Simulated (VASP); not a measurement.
The system is AsC.

```
C As
1.0
     0.00000    2.39927    2.39927
     2.39927    0.00000    2.39927
     2.39927    2.39927    0.00000
C As
1 1
Direct
  0.00000 0.00000 0.00000
  0.50000 0.50000 0.50000
```

The cell was built by a generator and needn't be a form met in nature.

```yaml
Program: VASP 6.6.1
Task: relaxation of cell and atoms
Functional: r2SCAN
Potentials_or_basis: VASP PAW PBE potentials, release 64 (C, As)
Cutoff: 600 eV
k_mesh: 6 × 6 × 6
Occupations: fermi-dirac, width 0.1 eV
Spin: no spin polarisation
```

At the start: pressure -22.9 GPa; volume 13.81 Å³/atom.

Question: How do energy, volume and symmetry change on relaxing?

Answer: Over 6 steps the energy falls by 246.1 meV/atom and the volume is 11.00 Å³/atom (-20.4 %); space group Fm-3m (No. 225, to 0.05 Å).

The path:
```
step  energy change (eV)  largest force (eV/Å)  pressure (GPa)  volume (Å³)
   1              0.0000                0.0000          -22.92        27.62
   2             -0.4247                0.0000           15.24        20.45
   3             -0.4921                0.0000           -0.41        22.05
   4             -0.4921                0.0000            0.36        21.94
   5             -0.4922                0.0000           -0.20        22.02
   6             -0.4922                0.0000            0.00        21.99
```

Final structure:
```
C As
1.0
     0.00000    2.22368    2.22368
     2.22368    0.00000    2.22368
     2.22368    2.22368    0.00000
C As
1 1
Cartesian
  0.0000 0.0000 0.0000
  2.2237 2.2237 2.2237
```

Caveat: the k mesh is coarse (spacing up to 0.38 Å⁻¹), so the values aren't converged; the volume moved by over 15 % at a fixed basis, so the end points are rough; the PAW data sets were made with another functional, which shifts forces and pressure a little.
